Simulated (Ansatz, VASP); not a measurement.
# Cross-check of GaP between VASP and Ansatz, part 2 of 3

One calculation is typed for both programs; each brings its own data sets. How far apart do they land? The cell is taken from a series of runs on this material, whose earlier steps may have relaxed, scaled, displaced or heated it; both programs get it as it stands.

VASP 6.6.1 and Ansatz 0.2.0.

So far: The structure; Ansatz: zone-centre phonons, PBE, pair 1.

**3. VASP: zone-centre phonons, PBE, pair 1**

Level of this step: PBE; plane waves and PAW (P, Ga_d) (VASP).

The same cell, functional and mesh now go to VASP, with its own data sets.

Lines of VASP's logs that name or quote its potential files are left out, and so is its time.

The input, INCAR:

```
SYSTEM = GaP
PREC = Accurate
ENCUT = 500
EDIFF = 1E-08
NELM = 120
ISMEAR = 0
SIGMA = 0.01
LREAL = .FALSE.
ALGO = Normal
GGA = PE
NBANDS = 15
LORBIT = 11
LWAVE = .FALSE.
LCHARG = .FALSE.
ISIF = 2
IBRION = 8
LEPSILON = .TRUE.
LASPH = .TRUE.
GGA_COMPAT = .FALSE.
EFERMI = MIDGAP
KPAR = 2
```

The input, POSCAR:

```
GaP
1.0
    0.0000000000      2.7347811214      2.7347811214
    2.7347811214      0.0000000000      2.7347811214
    2.7347811214      2.7347811214      0.0000000000
P Ga
1 1
Direct
    0.7500000000      0.7500000000      0.7500000000
    0.0000000000      0.0000000000      0.0000000000
```

The input, KPOINTS:

```
Automatic mesh
0
Gamma
12 12 12
0 0 0
```

The projector-augmented-wave data sets are P and Ga_d (PBE family, release 64).

Command:

```sh
> mpirun -np 2 vasp_std
```

Numbers of over 12 decimals in the logs are rounded to 6 here.

What it wrote:

```text
[banner, memory and clock lines left out]
running    2 mpi-ranks, on    1 nodes
 distrk:  each k-point on    1 cores,    2 groups
 distr:  one band on    1 cores,    1 groups

 POSCAR found type information on POSCAR P Ga
 POSCAR found :  2 types and       2 ions
 LDA part: xc-table for (Slater+PW92), standard interpolation
 POSCAR, INCAR and KPOINTS ok, starting setup
 FFT: planning ... GRIDC
 FFT: planning ... GRID_SOFT
 FFT: planning ... GRID
 WAVECAR not read
 entering main loop
       N       E                     dE             d eps       ncg     rms          rms(c)
DAV:   1     0.818910694755E+02    0.81891E+02   -0.90083E+03  2216   0.170E+03
DAV:   2    -0.284152229353E+01   -0.84733E+02   -0.80893E+02  2398   0.319E+02
DAV:   3    -0.927489655066E+01   -0.64334E+01   -0.64070E+01  2748   0.691E+01
DAV:   4    -0.938688196951E+01   -0.11199E+00   -0.11195E+00  2596   0.996E+00
DAV:   5    -0.938922715025E+01   -0.23452E-02   -0.23451E-02  2863   0.125E+00    0.420E+00
DAV:   6    -0.914913612723E+01    0.24009E+00   -0.39877E-01  3302   0.110E+01    0.277E+00
DAV:   7    -0.912295201081E+01    0.26184E-01   -0.96727E-02  2825   0.216E+00    0.111E+00
DAV:   8    -0.912326455303E+01   -0.31254E-03   -0.13676E-02  2714   0.150E+00    0.182E-01
DAV:   9    -0.912365886210E+01   -0.39431E-03   -0.14035E-03  2769   0.553E-01    0.854E-02
DAV:  10    -0.912372654269E+01   -0.67681E-04   -0.11338E-04  3406   0.114E-01    0.410E-02
DAV:  11    -0.912379807839E+01   -0.71536E-04   -0.10033E-04  2461   0.869E-02    0.513E-03
DAV:  12    -0.912379771604E+01    0.36234E-06   -0.30301E-06  2793   0.239E-02    0.271E-03
DAV:  13    -0.912379804719E+01   -0.33114E-06   -0.94275E-07  2587   0.857E-03    0.185E-03
DAV:  14    -0.912379805276E+01   -0.55770E-08   -0.35917E-08  2853   0.172E-03
   1 F= -.91237981E+01 E0= -.91237981E+01  d E =0.000000E+00
 Linear response reoptimize wavefunctions to high precision
DAV:   1    -0.912379805409E+01   -0.13297E-08   -0.37456E-09  2585   0.454E-04
DAV:   2    -0.912379805408E+01    0.12733E-10   -0.13720E-10  1696   0.936E-05
 Linear response G [H, r] |phi>, progress :
  Direction:   1
       N       E                     dE             d eps       ncg     rms
RMM:   1    -0.402474642048E+02   -0.40247E+02    0.16695E+02  2504   0.231E+02
RMM:   2    -0.490865633516E+02   -0.88391E+01   -0.20005E+01  4524   0.344E+01
RMM:   3    -0.500656115530E+02   -0.97905E+00   -0.18405E+00  4455   0.842E+00
RMM:   4    -0.500998270664E+02   -0.34216E-01   -0.15747E-01  4678   0.231E+00
RMM:   5    -0.500983835294E+02    0.14435E-02   -0.30090E-03  4701   0.615E-01
RMM:   6    -0.500994960189E+02   -0.11125E-02   -0.41653E-03  4767   0.207E-01
RMM:   7    -0.500990808380E+02    0.41518E-03    0.10544E-03  4765   0.746E-02
RMM:   8    -0.500992255385E+02   -0.14470E-03   -0.23141E-04  4821   0.307E-02
RMM:   9    -0.500991960398E+02    0.29499E-04    0.98762E-05  4825   0.140E-02
RMM:  10    -0.500992099437E+02   -0.13904E-04   -0.32333E-05  4728   0.673E-03
RMM:  11    -0.500992080965E+02    0.18472E-05   -0.11982E-05  4315   0.391E-03
RMM:  12    -0.500992071330E+02    0.96352E-06   -0.16347E-06  3719   0.267E-03
RMM:  13    -0.500992088921E+02   -0.17591E-05   -0.19141E-05  3193   0.215E-03
RMM:  14    -0.500992077050E+02    0.11871E-05   -0.72270E-06  2714   0.191E-03
RMM:  15    -0.500992088844E+02   -0.11794E-05   -0.19040E-05  2515   0.180E-03
RMM:  16    -0.500992080568E+02    0.82763E-06   -0.10795E-05  2431   0.171E-03
RMM:  17    -0.500992084854E+02   -0.42863E-06   -0.15057E-05  2361   0.169E-03
RMM:  18    -0.500992072443E+02    0.12411E-05   -0.26262E-06  2254   0.169E-03
 Linear response G [H, r] |phi>, progress :
  Direction:   2
       N       E                     dE             d eps       ncg     rms
RMM:   1    -0.396399824914E+02   -0.39640E+02    0.14007E+02  2531   0.231E+02
RMM:   2    -0.508000338170E+02   -0.11160E+02   -0.14726E+01  4514   0.338E+01
RMM:   3    -0.522815628325E+02   -0.14815E+01   -0.18174E+00  4364   0.836E+00
RMM:   4    -0.523178072499E+02   -0.36244E-01   -0.15469E-01  4645   0.239E+00
RMM:   5    -0.523169832399E+02    0.82401E-03   -0.42266E-03  4643   0.607E-01
RMM:   6    -0.523180567349E+02   -0.10735E-02   -0.40029E-03  4740   0.198E-01
RMM:   7    -0.523176444435E+02    0.41229E-03    0.10614E-03  4739   0.696E-02
RMM:   8    -0.523177890756E+02   -0.14463E-03   -0.22127E-04  4797   0.284E-02
RMM:   9    -0.523177680609E+02    0.21015E-04    0.18040E-05  4801   0.122E-02
RMM:  10    -0.523177708638E+02   -0.28030E-05   -0.25573E-06  4737   0.603E-03
RMM:  11    -0.523177707941E+02    0.69742E-07   -0.53804E-07  4244   0.332E-03
RMM:  12    -0.523177713041E+02   -0.50999E-06   -0.53336E-06  3729   0.222E-03
RMM:  13    -0.523177712378E+02    0.66311E-07   -0.45902E-06  3125   0.167E-03
RMM:  14    -0.523177715730E+02   -0.33519E-06   -0.79169E-06  2655   0.148E-03
RMM:  15    -0.523177718816E+02   -0.30859E-06   -0.10898E-05  2422   0.137E-03
[...]
RMM:  10    -0.147001988612E+01    0.11140E-07    0.59545E-09  3699   0.218E-04
RMM:  11    -0.147001988705E+01   -0.93060E-09   -0.14428E-09  2621   0.976E-05
 change of polarisation eV/A/(eV/A) component  2 :     1.596     2.940    -0.455
 dielectric tensor                  component  2 :     7.060    14.005    -2.013
[...]
RMM:   3    -0.110492296377E+01    0.31788E-01   -0.30600E-02 16982   0.997E-01    0.872E-01
RMM:   4    -0.114697125694E+01   -0.42048E-01   -0.28362E-02 17136   0.958E-01    0.188E-01
RMM:   5    -0.116217562233E+01   -0.15204E-01   -0.17111E-03 17425   0.285E-01    0.399E-02
RMM:   6    -0.116816365239E+01   -0.59880E-02   -0.22032E-04 17706   0.102E-01    0.312E-02
RMM:   7    -0.116874246935E+01   -0.57882E-03   -0.22869E-05 16656   0.396E-02    0.279E-03
RMM:   8    -0.116908069139E+01   -0.33822E-03   -0.56945E-06 18400   0.137E-02    0.175E-03
RMM:   9    -0.116904910948E+01    0.31582E-04    0.12987E-06 17264   0.522E-03    0.634E-04
RMM:  10    -0.116905277551E+01   -0.36660E-05    0.19485E-07 17693   0.205E-03    0.253E-04
RMM:  11    -0.116904440421E+01    0.83713E-05    0.44619E-07 17667   0.891E-04    0.102E-04
RMM:  12    -0.116904293071E+01    0.14735E-05    0.13299E-07 16168   0.356E-04    0.512E-05
RMM:  13    -0.116904236885E+01    0.56186E-06    0.10453E-07  9491   0.150E-04    0.117E-05
RMM:  14    -0.116904190437E+01    0.46448E-06    0.10646E-07  6600   0.859E-05    0.681E-06
 change of polarisation eV/A/(eV/A) component  2 :     0.519     2.160     0.344
 dielectric tensor                  component  2 :     2.296    10.554     1.521
 Linear response to external field, progress :
  Direction:   3
       N       E                     dE             d eps       ncg     rms          rms(c)
RMM:   1    -0.142298846482E+00   -0.14230E+00    0.49077E+00  9192   0.810E+00
RMM:   2    -0.113673841105E+01   -0.99444E+00   -0.74808E-02 16765   0.176E+00    0.147E+00
RMM:   3    -0.110492216625E+01    0.31816E-01   -0.30628E-02 16988   0.998E-01    0.872E-01
RMM:   4    -0.114696676589E+01   -0.42045E-01   -0.28329E-02 17134   0.957E-01    0.188E-01
RMM:   5    -0.116217034977E+01   -0.15204E-01   -0.16945E-03 17426   0.285E-01    0.399E-02
RMM:   6    -0.116816396724E+01   -0.59936E-02   -0.21968E-04 17701   0.102E-01    0.312E-02
RMM:   7    -0.116874182637E+01   -0.57786E-03   -0.22778E-05 16653   0.396E-02    0.280E-03
RMM:   8    -0.116908104507E+01   -0.33922E-03   -0.64639E-06 18391   0.137E-02    0.175E-03
RMM:   9    -0.116904954118E+01    0.31504E-04    0.14690E-06 17270   0.522E-03    0.635E-04
RMM:  10    -0.116905321058E+01   -0.36694E-05    0.13411E-07 17692   0.205E-03    0.253E-04
RMM:  11    -0.116904488185E+01    0.83287E-05    0.41547E-07 17658   0.892E-04    0.103E-04
RMM:  12    -0.116904339816E+01    0.14837E-05    0.96755E-08 16210   0.353E-04    0.505E-05
RMM:  13    -0.116904285984E+01    0.53832E-06    0.68630E-08  9470   0.149E-04    0.999E-06
 change of polarisation eV/A/(eV/A) component  3 :     0.436     0.510     2.160
 dielectric tensor                  component  3 :     1.929     2.256    10.554
 Linear response DOF=           2
 Linear response progress:
  Degree of freedom:   1/  2
       N       E                     dE             d eps       ncg     rms          rms(c)
RMM:   1    -0.506954650572E-01   -0.50695E-01    0.98326E-03 19056   0.176E+00
RMM:   2    -0.473483727607E-01    0.33471E-02   -0.58483E-03 15327   0.507E-01    0.117E-01
RMM:   3    -0.474594814388E-01   -0.11111E-03   -0.47474E-04 16789   0.160E-01    0.588E-02
RMM:   4    -0.478317258789E-01   -0.37224E-03   -0.97166E-05 16591   0.615E-02    0.116E-02
RMM:   5    -0.478665927343E-01   -0.34867E-04   -0.16781E-05 17711   0.217E-02    0.706E-03
RMM:   6    -0.478482278634E-01    0.18365E-04   -0.22525E-06 16581   0.788E-03    0.402E-03
RMM:   7    -0.478470468591E-01    0.11810E-05    0.26510E-08 17330   0.316E-03    0.307E-04
RMM:   8    -0.478450211221E-01    0.20257E-05   -0.17252E-07 17086   0.100E-03    0.159E-04
RMM:   9    -0.478446059979E-01    0.41512E-06   -0.23098E-07 17304   0.333E-04    0.302E-05
RMM:  10    -0.478446887476E-01   -0.82750E-07   -0.22517E-07 17005   0.117E-04    0.476E-06
RMM:  11    -0.478446993165E-01   -0.10569E-07   -0.15737E-07 17296   0.510E-05    0.557E-06
RMM:  12    -0.478447019763E-01   -0.26597E-08   -0.19304E-07 17307   0.265E-05    0.112E-06
RMM:  13    -0.478447041125E-01   -0.21362E-08   -0.19935E-07 14432   0.166E-05    0.635E-07
RMM:  14    -0.478447011356E-01    0.29769E-08   -0.16618E-07  9906   0.126E-05    0.315E-07
RMM:  15    -0.478447081690E-01   -0.70333E-08   -0.23673E-07  7545   0.112E-05    0.240E-07
RMM:  16    -0.478447023925E-01    0.57765E-08   -0.19549E-07  6648   0.108E-05    0.702E-08
 first order change of Fermi-energy  -0.10555E+01
 force on displaced ion       1 direction 1 :  -9.768  -0.000  -0.000
 Born effective charge ion    1 direction 1 :  -2.195   0.000   0.000
 Linear response progress:
  Degree of freedom:   2/  2
       N       E                     dE             d eps       ncg     rms          rms(c)
RMM:   1    -0.164185980158E+00   -0.16419E+00    0.83053E-02 10605   0.810E+00
RMM:   2    -0.162781979666E+00    0.14040E-02   -0.25676E-02 16179   0.139E+00    0.522E-02
RMM:   3    -0.163105086956E+00   -0.32311E-03   -0.36213E-03 17017   0.406E-01    0.398E-02
RMM:   4    -0.162920125568E+00    0.18496E-03   -0.11866E-03 17662   0.154E-01    0.120E-02
RMM:   5    -0.162895310680E+00    0.24815E-04   -0.10553E-04 17942   0.424E-02    0.441E-03
RMM:   6    -0.162900765909E+00   -0.54552E-05   -0.42517E-05 17372   0.158E-02    0.936E-04
RMM:   7    -0.162905256748E+00   -0.44908E-05   -0.21267E-05 17608   0.650E-03    0.159E-04
RMM:   8    -0.162903453988E+00    0.18028E-05   -0.11720E-05 17785   0.269E-03    0.519E-05
RMM:   9    -0.162902365219E+00    0.10888E-05   -0.52582E-06 17449   0.112E-03    0.216E-05
RMM:  10    -0.162902165694E+00    0.19953E-06   -0.26523E-06 17934   0.520E-04    0.109E-05
RMM:  11    -0.162902075083E+00    0.90610E-07   -0.98551E-07 17731   0.245E-04    0.444E-06
RMM:  12    -0.162902024544E+00    0.50539E-07   -0.73792E-07 17856   0.129E-04    0.259E-06
RMM:  13    -0.162902002388E+00    0.22156E-07   -0.40762E-07 17740   0.719E-05    0.162E-06
RMM:  14    -0.162901997245E+00    0.51434E-08   -0.36795E-07 17061   0.463E-05    0.641E-07
RMM:  15    -0.162901991610E+00    0.56349E-08   -0.29591E-07 13354   0.345E-05    0.190E-07
RMM:  16    -0.162901993345E+00   -0.17356E-08   -0.32321E-07 11385   0.290E-05    0.360E-08
 first order change of Fermi-energy   0.10558E+01
 force on displaced ion       2 direction 1 :  -9.824   0.000   0.000
 Born effective charge ion    2 direction 1 :   2.184   0.000   0.000
 Born effective charges drift removed
 Linear response finished
```

Parts of OUTCAR (step 3):

```text
ion  position               nearest neighbor table
   1  0.750  0.750  0.750-   2 2.37   2 2.37   2 2.37   2 2.37
   2  0.000  0.000  0.000-   1 2.37   1 2.37   1 2.37   1 2.37

  LATTYP: Found a face centered cubic cell.
 ALAT       =     5.4695622428

 Subroutine GETGRP returns: Found 24 space group operations
 (whereof 24 operations were pure point group operations)

The static configuration has the point symmetry T_d .

 Found     72 irreducible k-points:

   k-points           NKPTS =     72   k-points in BZ     NKDIM =     72   number of bands    NBANDS=     15

   dimension x,y,z NGX =    28 NGY =   28 NGZ =   28
   dimension x,y,z NGXF=    56 NGYF=   56 NGZF=   56

   ENCUT  =  500.0 eV  36.75 Ry    6.06 a.u.   7.05  7.05  7.05*2*pi/ulx,y,z

   NELECT =      18.0000    total number of electrons

 k-points in reciprocal lattice and weights: Automatic mesh
   0.00000000  0.00000000  0.00000000       0.001
   0.08333333  0.00000000  0.00000000       0.005
   0.16666667  0.00000000  0.00000000       0.005
   0.25000000  0.00000000  0.00000000       0.005
   0.33333333  0.00000000  0.00000000       0.005
   0.41666667  0.00000000  0.00000000       0.005
   0.50000000  0.00000000  0.00000000       0.002
   0.08333333  0.08333333  0.00000000       0.003
   0.16666667  0.08333333  0.00000000       0.014
[...]
-0.33333333  0.50000000  0.16666667       0.007
  -0.25000000  0.50000000  0.25000000       0.003

 average (electrostatic) potential at core
       1 -83.5065       2 -65.4793

  Total        0.4034890      0.4034890      0.4034890     -0.0000000      0.0000000     -0.0000000
  in kB       15.8031845     15.8031845     15.8031845     -0.0000000      0.0000000     -0.0000000
  external PRESSURE =      15.8031845 kB  Pullay stress =       0.0000000 kB

  energy-cutoff  :      500.00
  volume of cell :       40.91
      direct lattice vectors                 reciprocal lattice vectors
     0.000000000  2.734781121  2.734781121    -0.182829988  0.182829988  0.182829988
     2.734781121  0.000000000  2.734781121     0.182829988 -0.182829988  0.182829988
     2.734781121  2.734781121  0.000000000     0.182829988  0.182829988 -0.182829988

 POSITION                                       TOTAL-FORCE (eV/Angst)
 -----------------------------------------------------------------------------------
      4.10217      4.10217      4.10217         0.000000      0.000000      0.000000
      0.00000      0.00000      0.00000        -0.000000     -0.000000     -0.000000
 -----------------------------------------------------------------------------------
    total drift:                               -0.000001     -0.000001     -0.000001

 MACROSCOPIC STATIC DIELECTRIC TENSOR (including local field effects in DFT)
 ------------------------------------------------------
          10.554111    -0.000000     0.000000
           0.000000    10.554111     0.000000
          -0.000000    -0.000000    10.554111
 ------------------------------------------------------

 PIEZOELECTRIC TENSOR (including local field effects)  for field in x, y, z        (C/m^2)
          XX          YY          ZZ          XY          YZ          ZX
  --------------------------------------------------------------------------------
  x    -0.00000     0.00000    -0.00000     0.00000     0.80180     0.00000
  y     0.00000    -0.00000    -0.00000     0.00000     0.00000     0.80180
  z    -0.00000    -0.00000    -0.00000     0.80180     0.00000     0.00000

 BORN EFFECTIVE CHARGES (including local field effects) (in |e|, cummulative output)
 ---------------------------------------------------------------------------------
 ion    1
    1    -2.19164    -0.00000     0.00000
    2     0.00000    -2.19164    -0.00000
    3    -0.00000     0.00000    -2.19164
 ion    2
    1     2.19164     0.00000     0.00000
    2    -0.00000     2.19164     0.00000
    3     0.00000    -0.00000     2.19164

 Eigenvectors and eigenvalues of the dynamical matrix
 ----------------------------------------------------

   1 f  =   10.559751 THz    66.348871 2PiTHz  352.235371 cm-1    43.671600 meV
             X         Y         Z           dx          dy          dz
      4.102172  4.102172  4.102172     0.000000   -0.831365   -0.000000
      0.000000  0.000000  0.000000     0.000000    0.555726    0.000000

   2 f  =   10.559751 THz    66.348871 2PiTHz  352.235371 cm-1    43.671600 meV
             X         Y         Z           dx          dy          dz
      4.102172  4.102172  4.102172     0.831365   -0.000000    0.000000
      0.000000  0.000000  0.000000    -0.555726    0.000000    0.000000

   3 f  =   10.559751 THz    66.348871 2PiTHz  352.235371 cm-1    43.671600 meV
             X         Y         Z           dx          dy          dz
      4.102172  4.102172  4.102172    -0.000000   -0.000000    0.831365
      0.000000  0.000000  0.000000    -0.000000   -0.000000   -0.555726

   4 f/i=    0.014127 THz     0.088763 2PiTHz    0.471231 cm-1     0.058425 meV
             X         Y         Z           dx          dy          dz
      4.102172  4.102172  4.102172    -0.048021   -0.285215    0.474529
      0.000000  0.000000  0.000000    -0.071839   -0.426681    0.709895

   5 f/i=    0.014127 THz     0.088763 2PiTHz    0.471231 cm-1     0.058425 meV
             X         Y         Z           dx          dy          dz
      4.102172  4.102172  4.102172    -0.530397    0.160282    0.042663
      0.000000  0.000000  0.000000    -0.793473    0.239781    0.063824

   6 f/i=    0.014127 THz     0.088763 2PiTHz    0.471231 cm-1     0.058425 meV
             X         Y         Z           dx          dy          dz
      4.102172  4.102172  4.102172    -0.158759   -0.449215   -0.286065
      0.000000  0.000000  0.000000    -0.237503   -0.672024   -0.427953

 MACROSCOPIC STATIC DIELECTRIC TENSOR IONIC CONTRIBUTION
 ------------------------------------------------------
           2.169006     0.000000    -0.000000
           0.000000     2.169006    -0.000000
          -0.000000    -0.000000     2.169006
 ------------------------------------------------------

 ELASTIC MODULI CONTR FROM IONIC RELAXATION (kBar)
 Direction    XX          YY          ZZ          XY          YZ          ZX
 --------------------------------------------------------------------------------
 XX          -0.0000      0.0000      0.0000     -0.0000      0.0000      0.0000
 YY           0.0000     -0.0000      0.0000     -0.0000     -0.0000      0.0000
 ZZ           0.0000      0.0000     -0.0000      0.0000     -0.0000      0.0000
 XY          -0.0000     -0.0000      0.0000   -197.4313      0.0000      0.0000
 YZ           0.0000     -0.0000     -0.0000      0.0000   -197.4313     -0.0000
 ZX           0.0000      0.0000      0.0000      0.0000     -0.0000   -197.4313
 --------------------------------------------------------------------------------

 PIEZOELECTRIC TENSOR IONIC CONTR  for field in x, y, z        (C/m^2)
          XX          YY          ZZ          XY          YZ          ZX
  --------------------------------------------------------------------------------
  x     0.00000    -0.00000    -0.00000     0.00000    -0.61576    -0.00000
  y     0.00000     0.00000     0.00000     0.00000    -0.00000    -0.61576
  z    -0.00000    -0.00000     0.00000    -0.61576     0.00000     0.00000
```

The gap is read on the k-mesh alone, so it is an upper bound where the band edges lie off the mesh. Energies printed during the response cycles are not total energies of the cell. The dielectric response converges more slowly with the mesh than energies do, so tensor and charges may still move on a finer one.

**4. Comparison**

Known differences besides the potentials themselves: fixed occupations in Ansatz, narrow Gaussian smearing in VASP; VASP's response is taken on the typed mesh, Ansatz refines its own for the field response alone; the cutoff is 420 eV in Ansatz and 500 eV in VASP. Total energies have different zeros and are not compared.

Compared:

```
                                     quantity  Ansatz   VASP  difference
                                        ε∞ xx   10.44  10.55     -1.04 %
                                        ε∞ yy   10.44  10.55     -1.04 %
                                        ε∞ zz   10.44  10.55     -1.04 %
 Born charge of P1 (mean of the diagonal) (e)   -2.16  -2.19       +0.03
Born charge of Ga2 (mean of the diagonal) (e)    2.16   2.19       -0.03
                   optical mode 1 to 3 (cm⁻¹)   353.2  352.2     +0.28 %
```

Modes are paired by rising frequency, not by their patterns, so a pair may set unlike modes beside each other; they are those without the splitting of longitudinal modes.

(Part 2 of 3 ends here.)

[Lines on the potential files, build, host, timing and source positions are cut from VASP's logs without a mark.]

[Logs are printed without paths, hosts, clocks, repeated set-up lines and the standing remarks that a program may print on its own settings, such as how far it seeks lower states.]

[Hosts, paths, dates, database ids (printed as entryN), source tags and the programs' standing remarks are cut or masked in the printed files.]
